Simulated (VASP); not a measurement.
```xyz
2
Lattice="0.0000 2.2600 2.2600 2.2600 0.0000 2.2600 2.2600 2.2600 0.0000" Properties=species:S:1:pos:R:3 pbc="T T T"
Ga     0.0000     0.0000     0.0000
N      1.1300     1.1300     1.1300
```

The numbers are results of PBE GGA, VASP's PBE PAW potentials (set 64) (plane waves; VASP), not measurements. Run with 520 eV cut-off, 8×8×8 Γ-centred mesh, Gaussian smearing of 0.050 eV, potentials Ga_d N.

Question: Give the stress tensor in GPa (positive for a compressed cell).

Answer: 
```
3.42  0.00  0.00
0.00  3.42  0.00
0.00  0.00  3.42
```
The pressure is its mean diagonal, 3.42 GPa.

The compound is GaN in the zinc blende structure, a metastable form; wurtzite is the usual one. The cell was not relaxed at this level.
